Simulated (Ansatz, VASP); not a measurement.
# BC149 (amorphous carbon): VASP beside Ansatz, part 2 of 2

Wanted: the spread between two codes on one cell, functional and k mesh. Of the first pair: The structure shown is the start of the Ansatz relaxation below; VASP solves that cell, so the two are compared at the walk's first step.

VASP 6.6.1 and Ansatz 0.2.0.

So far. Step 4 (Differences): The forces differ by 16 meV/Å r.m.s., which is 11.0 % of the r.m.s. force of 0.143 eV/Å (both taken over all components).

## 5. Ansatz: relaxation, PBE

Level of this step: Ansatz beside VASP: Kohn-Sham DFT, plane waves, PBE (Ansatz).

This run makes the geometry at which the two programs are then compared.

The structure compared here is the end of the Ansatz relaxation.

input.yaml reads:

```yaml
crystal:
  lattice:
    - [10.0824, 0.0, 0.0]
    - [0.0, 10.0824, 0.0]
    - [0.0, 0.0, 10.0824]
  atoms:
    - { symbol: C, position: [0.18542, 0.25009, 0.68729] }
    - { symbol: C, position: [0.42123, 0.15941, 0.76588] }
[... 5 atom lines left out ...]
    - { symbol: C, position: [0.33436, 0.18628, 0.33823] }
[... 2 atom lines left out ...]
    - { symbol: C, position: [0.8461, 0.50661, 0.39984] }
[... 4 atom lines left out ...]
    - { symbol: C, position: [0.64306, 0.80602, 0.3371] }
[... 1 atom line left out ...]
    - { symbol: C, position: [0.72129, 0.71408, 0.59278] }
[... 2 atom lines left out ...]
    - { symbol: C, position: [0.61587, 0.35728, 2.0e-05] }
[... 1 atom line left out ...]
    - { symbol: C, position: [0.88355, 0.2737, 0.30055] }
    - { symbol: C, position: [0.82143, 0.27677, 0.15823] }
    - { symbol: C, position: [0.6734, 0.48497, 0.05108] }
[... 6 atom lines left out ...]
    - { symbol: C, position: [0.26557, 0.45673, 0.08008] }
    - { symbol: C, position: [0.82725, 0.44998, 0.07117] }
    - { symbol: C, position: [0.55782, 0.28772, 0.1137] }
    - { symbol: B, position: [0.54546, 0.40902, 0.36271] }
[... 7 atom lines left out ...]
    - { symbol: C, position: [0.76709, 0.5225, 0.85375] }
    - { symbol: C, position: [0.69834, 0.21481, 0.52338] }
[... 5 atom lines left out ...]
    - { symbol: C, position: [0.40325, 0.63276, 0.93267] }
[... 3 atom lines left out ...]
    - { symbol: C, position: [0.46092, 0.99193, 0.23119] }
[... 3 atom lines left out ...]
    - { symbol: C, position: [0.65256, 0.90997, 0.45217] }
    - { symbol: C, position: [0.68052, 0.2326, 0.18036] }
[... 1 atom line left out ...]
    - { symbol: C, position: [0.11031, 0.97758, 0.70135] }
    - { symbol: C, position: [0.32574, 0.54188, 0.45367] }
[... 11 atom lines left out ...]
    - { symbol: C, position: [0.94345, 0.92656, 0.23372] }
[... 1 atom line left out ...]
    - { symbol: C, position: [0.46028, 0.9366, 0.00731] }
[... 2 atom lines left out ...]
    - { symbol: C, position: [0.70361, 0.01747, 0.33781] }
[... 3 atom lines left out ...]
    - { symbol: C, position: [0.75707, 0.86818, 0.55639] }
[... 1 atom line left out ...]
    - { symbol: C, position: [0.25933, 0.37673, 0.69571] }
    - { symbol: C, position: [0.78042, 0.72977, 0.3329] }
[... 2 atom lines left out ...]
    - { symbol: C, position: [0.40387, 0.98422, 0.4428] }
[... 4 atom lines left out ...]
    - { symbol: C, position: [0.03692, 0.83459, 0.98387] }
    - { symbol: C, position: [0.18953, 0.55361, 0.52935] }
[... 2 atom lines left out ...]
    - { symbol: C, position: [0.15265, 0.55638, 0.07759] }
[... 4 atom lines left out ...]
    - { symbol: C, position: [0.05066, 0.31289, 0.86925] }
[... 1 atom line left out ...]
    - { symbol: C, position: [0.12898, 0.91754, 0.45947] }
[... 4 atom lines left out ...]
    - { symbol: C, position: [0.90663, 0.17627, 0.07593] }
[... 2 atom lines left out ...]
    - { symbol: C, position: [0.09788, 0.89833, 0.22865] }
[... 1 atom line left out ...]
    - { symbol: C, position: [0.29243, 0.36712, 0.98646] }
[... 2 atom lines left out ...]
    - { symbol: C, position: [0.11631, 0.22964, 0.21257] }
[... 2 atom lines left out ...]
    - { symbol: C, position: [0.12373, 0.50926, 0.3076] }
    - { symbol: C, position: [0.55742, 0.35298, 0.75516] }
    - { symbol: C, position: [0.57197, 0.67302, 0.59616] }
[... 5 atom lines left out ...]
    - { symbol: C, position: [0.90258, 0.77007, 0.24596] }
[... 4 atom lines left out ...]
    - { symbol: C, position: [0.45918, 0.42301, 0.83687] }
[... 8 atom lines left out ...]
    - { symbol: C, position: [0.40018, 0.0322, 0.68491] }
    - { symbol: C, position: [0.39012, 0.32019, 0.57507] }
[... 4 atom lines left out ...]
    - { symbol: C, position: [0.03444, 0.74888, 0.61666] }
    - { symbol: C, position: [0.8613, 0.37149, 0.40921] }
kpoints:
  mp_grid: { grid: [1, 1, 1] }
hamiltonian:
  xc: pbe
scf:
  occupations: { method: gaussian, width: 0.05 }
output:
  forces: true
  eigenvalues: true
relax:
  f_tol: 0.05
  max_steps: 90
```

On the command line:

```
ansatz run input.yaml --threads 4 --pin off --max-ram 8192MiB --backend cpu --events-out ev --progress --plain --runs-dir out
```

Numbers of over 12 decimals in the logs are rounded to 6 here.

The program printed:

```text
[...]
Crystal: 150 atoms, lattice volume = 1024.924 Å³
Basis set: ecut = 420 eV, 20005 PW (Γ), exchange–correlation on 144×144×144 points (8 copies of the dense FFT grid, shifted against one another)
Bands: 450, of which v1, the nominal top of the filled ones, is band 300 counted from 1 (299 counted from 0)
Symmetry: 1 space group operations
[...]
k-points: 1
[...]
- { symbol: C, position: [0.469390, 0.177480, 0.040787] }
    - { symbol: C, position: [0.191978, 0.909695, 0.327789] }
    - { symbol: C, position: [0.935317, 0.033968, 0.853371] }
    - { symbol: C, position: [0.725475, 0.051630, 0.951024] }
    - { symbol: C, position: [0.823738, 0.343377, 0.734181] }
    - { symbol: C, position: [0.402527, 0.631993, 0.933385] }
    - { symbol: C, position: [0.751839, 0.590006, 0.335452] }
[...]
- { symbol: C, position: [0.516983, 0.748262, 0.712012] }
    - { symbol: C, position: [0.320580, 0.361781, 0.840327] }
    - { symbol: C, position: [0.034007, 0.748775, 0.616579] }
    - { symbol: C, position: [0.859812, 0.371799, 0.408065] }
```

## 6. VASP: single point, PBE, relaxed cell, pair 2

The same cell, functional, mesh and smearing now go to VASP, with its own data sets.

INCAR reads:

```
SYSTEM = BC149
PREC = Accurate
ENCUT = 520
EDIFF = 1E-06
NELM = 120
ISMEAR = 0
SIGMA = 0.05
LREAL = Auto
ALGO = Normal
GGA = PE
NBANDS = 404
LORBIT = 11
LWAVE = .FALSE.
LCHARG = .FALSE.
ISIF = 2
LASPH = .TRUE.
GGA_COMPAT = .FALSE.
```

POSCAR reads:

```
BC149
1.0
   10.0824000000      0.0000000000      0.0000000000
    0.0000000000     10.0824000000      0.0000000000
    0.0000000000      0.0000000000     10.0824000000
C B
149 1
Direct
    0.1847700000      0.2494700000      0.6875900000
    0.4213400000      0.1588000000      0.7658700000
[... 5 atom lines left out ...]
    0.3350700000      0.1870400000      0.3385500000
[... 2 atom lines left out ...]
    0.8462400000      0.5075200000      0.3972200000
[... 4 atom lines left out ...]
    0.6443500000      0.8079800000      0.3365300000
[... 1 atom line left out ...]
    0.7195200000      0.7134000000      0.5913000000
[... 2 atom lines left out ...]
    0.6108700000      0.3605100000      0.9981500000
[... 1 atom line left out ...]
    0.8839600000      0.2734600000      0.2998300000
    0.8215900000      0.2759000000      0.1568800000
    0.6726600000      0.4859300000      0.0514100000
[... 6 atom lines left out ...]
    0.2635800000      0.4561200000      0.0796200000
    0.8265300000      0.4492600000      0.0715200000
    0.5562100000      0.2881400000      0.1122100000
    0.5371700000      0.6795200000      0.1356700000
[... 7 atom lines left out ...]
    0.7002800000      0.2106800000      0.5239200000
    0.4693900000      0.1774800000      0.0407900000
[... 5 atom lines left out ...]
    0.7518400000      0.5900100000      0.3354500000
[... 3 atom lines left out ...]
    0.2725800000      0.2587900000      0.2136000000
[... 3 atom lines left out ...]
    0.6799600000      0.2320600000      0.1812400000
    0.3812600000      0.6880800000      0.4765900000
[... 1 atom line left out ...]
    0.3254500000      0.5423000000      0.4559700000
    0.6385300000      0.2708000000      0.4026800000
[... 11 atom lines left out ...]
    0.6189300000      0.4559700000      0.6744700000
[... 1 atom line left out ...]
    0.3263100000      0.4115600000      0.2070400000
[... 2 atom lines left out ...]
    0.4219900000      0.0855000000      0.3336500000
[... 3 atom lines left out ...]
    0.2762600000      0.5210200000      0.3055600000
[... 1 atom line left out ...]
    0.7827100000      0.7321900000      0.3325100000
    0.6202900000      0.1718200000      0.6247500000
[... 2 atom lines left out ...]
    0.8507800000      0.1711900000      0.5164400000
[... 4 atom lines left out ...]
    0.1888300000      0.5545900000      0.5295600000
    0.5767100000      0.5282400000      0.1619500000
[... 2 atom lines left out ...]
    0.6591400000      0.1672700000      0.3097500000
[... 4 atom lines left out ...]
    0.2887300000      0.6614600000      0.2485200000
[... 1 atom line left out ...]
    0.3899400000      0.7428200000      0.3347800000
[... 4 atom lines left out ...]
    0.5384400000      0.7038000000      0.2920700000
[... 2 atom lines left out ...]
    0.7534600000      0.4914300000      0.7113000000
[... 1 atom line left out ...]
    0.4844100000      0.4016200000      0.2060800000
[... 2 atom lines left out ...]
    0.5420100000      0.5234500000      0.5872200000
[... 2 atom lines left out ...]
    0.5573200000      0.3524400000      0.7554700000
    0.5683400000      0.6721400000      0.5951500000
    0.4932900000      0.2503800000      0.6681300000
[... 5 atom lines left out ...]
    0.6126300000      0.5573000000      0.3106100000
[... 4 atom lines left out ...]
    0.3060000000      0.2043800000      0.4908700000
[... 8 atom lines left out ...]
    0.3873300000      0.3218100000      0.5783400000
    0.4396100000      0.4465800000      0.5028700000
[... 4 atom lines left out ...]
    0.8598100000      0.3718000000      0.4080700000
    0.5453200000      0.4090300000      0.3664700000
```

KPOINTS reads:

```
Automatic mesh
0
Gamma
1 1 1
0 0 0
```

PAW data sets: C and B (PBE family, release 64).

On the command line:

```
export OMP_NUM_THREADS=3
mpirun -np 1 vasp_gam
```

The program printed:

```text
[... set-up lines as in an earlier step ...]
 entering main loop
       N       E                     dE             d eps       ncg     rms          rms(c)
DAV:   1     0.407161392000E+04    0.40716E+04   -0.35768E+05   808   0.151E+03
DAV:   2    -0.927937304964E+03   -0.49996E+04   -0.46996E+04  1044   0.343E+02
DAV:   3    -0.131335038910E+04   -0.38541E+03   -0.37657E+03   992   0.924E+01
DAV:   4    -0.132370150977E+04   -0.10351E+02   -0.10267E+02   976   0.161E+01
[...]
DAV:  17    -0.126739865902E+04   -0.13494E-04   -0.33077E-04   928   0.204E-02    0.125E-02
DAV:  18    -0.126739866290E+04   -0.38805E-05   -0.31092E-05   952   0.868E-03    0.699E-03
DAV:  19    -0.126739866322E+04   -0.32211E-06   -0.30718E-06   664   0.288E-03
   1 F= -.12673987E+04 E0= -.12673846E+04  d E =-.282102E-01
```

From OUTCAR (step 6):

```text
  FREE ENERGIE OF THE ION-ELECTRON SYSTEM (eV)
  ---------------------------------------------------
  free  energy   TOTEN  =     -1267.3986632233 eV

  energy  without entropy=    -1267.3704529997  energy(sigma->0) =    -1267.38455811
```

The run ends at a pressure of -4.19 GPa, with forces up to 0.069 eV/Å.

## 7. Side by side

At this near-relaxed geometry the largest component of a force difference is 54 meV/Å.

## 8. Outcome

```json
{"r.m.s. force difference (single point, PBE, start cell, pair 1)": "16 meV/Å", "r.m.s. force difference (single point, PBE, relaxed cell, pair 2)": "16 meV/Å"}
```

What this shows: The r.m.s. force difference is 16 meV/Å (single point, PBE, start cell, pair 1), beyond the 12 meV/Å picked in this series as the mark of a large difference. What causes the difference of the single point, PBE, start cell, pair 1 pair stays open here. What causes the difference of the single point, PBE, relaxed cell, pair 2 pair stays open here. Such differences can come from data sets, numerical settings and the points named under the comparisons, not from the functional's error against experiment.

[Lines on the potential files, build, host, timing and source positions are cut from VASP's logs without a mark.]

[Logs are printed without paths, hosts, clocks, repeated set-up lines and the standing remarks that a program may print on its own settings, such as how far it seeks lower states.]

[Hosts, paths, dates, database ids (printed as entryN), source tags and the programs' standing remarks are cut or masked in the printed files.]
